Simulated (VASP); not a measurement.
Method: PBEsol GGA, VASP's PBE PAW potentials (set 64) (plane waves; VASP 6.6.1).

Input for VASP

INCAR:
```
SYSTEM = Ga
PREC = Accurate; ENCUT = 400; LREAL = F
LASPH = T
EDIFF = 1E-6; NELM = 100; ALGO = Normal
LMAXMIX = 4
ISMEAR = 1; SIGMA = 0.1
GGA = PS
IBRION = 2; NSW = 60; ISIF = 3
EDIFFG = -0.01
LWAVE = F; LCHARG = F
```

### POSCAR
```
Ga
1.0
  2.7662620000   0.0000000000   0.0000000000
  0.0000000000   2.7662620000   0.0000000000
  0.0000000000   0.0000000000   2.7662620000
Ga
1
Cart
  0.0000000000   0.0000000000   0.0000000000
```

### KPOINTS
```
Automatic mesh
0
Gamma
12 12 12
0 0 0
```

POTCAR, in this order: Ga_d (PBE.64 set). Program: vasp_std.

Output of the run:

OSZICAR:
```
       N       E                     dE             d eps       ncg     rms          rms(c)
DAV:   1     0.319955922810E+02    0.31996E+02   -0.61997E+03  1720   0.189E+03
DAV:   2    -0.208702757409E+01   -0.34083E+02   -0.33437E+02  1722   0.217E+02
DAV:   3    -0.325194639561E+01   -0.11649E+01   -0.11636E+01  1980   0.401E+01
DAV:   4    -0.326241860037E+01   -0.10472E-01   -0.10470E-01  1926   0.397E+00
DAV:   5    -0.326257650304E+01   -0.15790E-03   -0.15790E-03  2074   0.414E-01    0.922E-01
DAV:   6    -0.323300787197E+01    0.29569E-01   -0.74010E-02  1960   0.552E+00    0.430E-01
DAV:   7    -0.322876570968E+01    0.42422E-02   -0.96391E-03  2074   0.168E+00    0.140E-01
DAV:   8    -0.322820358987E+01    0.56212E-03   -0.78655E-04  2204   0.505E-01    0.110E-02
DAV:   9    -0.322820679968E+01   -0.32098E-05   -0.81714E-06  2072   0.430E-02    0.346E-03
DAV:  10    -0.322820704825E+01   -0.24857E-06   -0.33998E-07  1092   0.103E-02
   1 F= -.32282070E+01 E0= -.32282763E+01  d E =-.322821E+01
       N       E                     dE             d eps       ncg     rms          rms(c)
DAV:   1    -0.515229097788E+01   -0.19241E+01   -0.22051E+01  1774   0.854E+01    0.821E+00
DAV:   2    -0.360835252396E+01    0.15439E+01   -0.42200E+00  1832   0.545E+01    0.326E+00
DAV:   3    -0.332910274669E+01    0.27925E+00   -0.12699E-01  1868   0.675E+00    0.115E+00
DAV:   4    -0.327354901744E+01    0.55554E-01   -0.18416E-02  1798   0.195E+00    0.328E-02
DAV:   5    -0.327345665191E+01    0.92366E-04   -0.14353E-03  1842   0.752E-01    0.227E-02
DAV:   6    -0.327345558031E+01    0.10716E-05   -0.35802E-05  1876   0.754E-02    0.694E-03
DAV:   7    -0.327345257146E+01    0.30088E-05   -0.16062E-05  1750   0.808E-02    0.133E-03
DAV:   8    -0.327345268604E+01   -0.11458E-06   -0.24307E-07  1048   0.690E-03
   2 F= -.32734527E+01 E0= -.32734624E+01  d E =-.452456E-01
       N       E                     dE             d eps       ncg     rms          rms(c)
DAV:   1    -0.327574438757E+01   -0.22918E-02   -0.27970E-02  1768   0.348E+00    0.267E-01
DAV:   2    -0.327403656182E+01    0.17078E-02   -0.33178E-03  1850   0.125E+00    0.118E-01
DAV:   3    -0.327365942095E+01    0.37714E-03   -0.40021E-04  1800   0.408E-01    0.288E-02
DAV:   4    -0.327360807854E+01    0.51342E-04   -0.37303E-05  2426   0.120E-01    0.689E-04
DAV:   5    -0.327360809617E+01   -0.17627E-07   -0.90560E-08  1020   0.378E-03
   3 F= -.32736081E+01 E0= -.32736182E+01  d E =-.454010E-01
       N       E                     dE             d eps       ncg     rms          rms(c)
DAV:   1    -0.327361106657E+01   -0.29880E-05   -0.12538E-05  1630   0.745E-02    0.552E-03
DAV:   2    -0.327361034162E+01    0.72495E-06   -0.14012E-06   874   0.255E-02
   4 F= -.32736103E+01 E0= -.32736204E+01  d E =-.224545E-05
       N       E                     dE             d eps       ncg     rms          rms(c)
DAV:   1    -0.327362480523E+01   -0.13739E-04   -0.99496E-05  1768   0.209E-01    0.171E-02
DAV:   2    -0.327361803870E+01    0.67665E-05   -0.12165E-05  1842   0.749E-02    0.775E-03
DAV:   3    -0.327361640829E+01    0.16304E-05   -0.15719E-06   908   0.256E-02    0.183E-03
DAV:   4    -0.327361621813E+01    0.19017E-06   -0.17403E-07   852   0.875E-03
   5 F= -.32736162E+01 E0= -.32736263E+01  d E =-.812196E-05
       N       E                     dE             d eps       ncg     rms          rms(c)
DAV:   1    -0.327361628987E+01    0.11842E-06   -0.36887E-08   852   0.396E-03    0.213E-04
DAV:   2    -0.327361629076E+01   -0.88721E-09   -0.14315E-08   846   0.181E-03
   6 F= -.32736163E+01 E0= -.32736264E+01  d E =-.726322E-07
       N       E                     dE             d eps       ncg     rms          rms(c)
DAV:   1    -0.327361650826E+01   -0.21839E-06   -0.15121E-07   856   0.831E-03    0.636E-04
DAV:   2    -0.327361649996E+01    0.82964E-08   -0.18935E-08   846   0.290E-03
   7 F= -.32736165E+01 E0= -.32736266E+01  d E =-.281839E-06
       N       E                     dE             d eps       ncg     rms          rms(c)
DAV:   1    -0.327361695394E+01   -0.44568E-06   -0.48969E-07   840   0.147E-02    0.125E-03
DAV:   2    -0.327361692052E+01    0.33428E-07   -0.61524E-08   840   0.525E-03
   8 F= -.32736169E+01 E0= -.32736270E+01  d E =-.702390E-06
       N       E                     dE             d eps       ncg     rms          rms(c)
DAV:   1    -0.327361790609E+01   -0.95215E-06   -0.19367E-06   864   0.292E-02    0.249E-03
DAV:   2    -0.327361777000E+01    0.13609E-06   -0.24255E-07   840   0.104E-02
   9 F= -.32736178E+01 E0= -.32736278E+01  d E =-.155188E-05
       N       E                     dE             d eps       ncg     rms          rms(c)
DAV:   1    -0.327362006286E+01   -0.21568E-05   -0.78288E-06  1586   0.584E-02    0.496E-03
DAV:   2    -0.327361949968E+01    0.56318E-06   -0.96043E-07   840   0.211E-02
  10 F= -.32736195E+01 E0= -.32736295E+01  d E =-.328156E-05
       N       E                     dE             d eps       ncg     rms          rms(c)
DAV:   1    -0.327362534794E+01   -0.52851E-05   -0.31066E-05  1736   0.117E-01    0.993E-03
DAV:   2    -0.327362310837E+01    0.22396E-05   -0.38596E-06  1650   0.421E-02    0.455E-03
DAV:   3    -0.327362254669E+01    0.56169E-06   -0.51705E-07   842   0.146E-02
  11 F= -.32736225E+01 E0= -.32736326E+01  d E =-.632856E-05
```

OUTCAR:
```
------------------------ aborting loop because EDIFF is reached ----------------------------------------
  FORCE on cell =-STRESS in cart. coord.  units (eV):
  Direction    XX          YY          ZZ          XY          YZ          ZX
  --------------------------------------------------------------------------------------
  Total       -0.0062488     -0.0062488     -0.0062488     -0.0000000      0.0000000      0.0000000
  in kB       -0.5299117     -0.5299117     -0.5299117     -0.0000000      0.0000000      0.0000000
  external PRESSURE =      -0.5299117 kB  Pullay stress =       0.0000000 kB
  volume of cell :       18.89
      direct lattice vectors                 reciprocal lattice vectors
     2.663392840 -0.000000000  0.000000000     0.375460948  0.000000000  0.000000000
    -0.000000000  2.663392840 -0.000000000     0.000000000  0.375460948 -0.000000000
    -0.000000000  0.000000000  2.663392840    -0.000000000  0.000000000  0.375460948
 POSITION                                       TOTAL-FORCE (eV/Angst)
 -----------------------------------------------------------------------------------
     -0.00000      0.00000      0.00000        -0.000000      0.000000      0.000000
 -----------------------------------------------------------------------------------
    total drift:                                0.000000      0.000000      0.000000
  FREE ENERGIE OF THE ION-ELECTRON SYSTEM (eV)
  ---------------------------------------------------
  free  energy   TOTEN  =        -3.2736225467 eV

  energy  without entropy=       -3.2736526121  energy(sigma->0) =       -3.27363257

 reached required accuracy - stopping structural energy minimisation
```
(Selected blocks of OUTCAR.)

**CONTCAR**
```
Ga
   1.00000000000000
     2.6633928399628291   -0.0000000000000000    0.0000000000000000
    -0.0000000000000001    2.6633928399628291   -0.0000000000000000
    -0.0000000000000001    0.0000000000000000    2.6633928399628291
  Ga
     1
Direct
     0.0000000000000000    0.0000000000000000    0.0000000000000000
```

Energy and stress use the plane-wave basis of the starting cell.

The structure was generated: Ga was put into the simple-cubic type (Pm-3m), which need not be its known phase. This run relaxes it. Symmetry was kept, so distortions that lower it aren't found.
